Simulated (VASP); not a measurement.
Given:

```xyz
3
Lattice="4.0386 0.0000 0.0000 -2.0193 3.4975 0.0000 0.0000 0.0000 5.0553" Properties=species:S:1:pos:R:3 pbc="T T T"
Pd     4.0386     0.0000     0.0000
Te     0.0000     2.3317     1.3512
Te     2.0193     1.1658     3.7041
```

All values below come from PBEsol GGA, VASP's PBE PAW potentials (set 64) (plane waves; VASP). Run with 400 eV cut-off, 10×10×7 Γ-centred mesh, tetrahedra with Blöchl corrections, potentials Pd Te.

Unless said otherwise, spin-orbit coupling is left out, though it shifts the bands of the heavy elements here.

Question: Predict the energy per atom (σ→0), band gap (on the k-mesh) with the smallest direct gap where there is one.

Answer: 
```json
{
  "band gap (on the k-mesh)": "none (metal, semimetal or under 0.01 eV)",
  "energy per atom (σ→0)": "-4.709 eV/atom"
}
```

The absolute energy has meaning only against runs of the same code, potentials and settings.

The structure comes from a measured Te2Pd entry (P-3m1) of the Crystallography Open Database, whose conditions weren't checked. It was relaxed first.
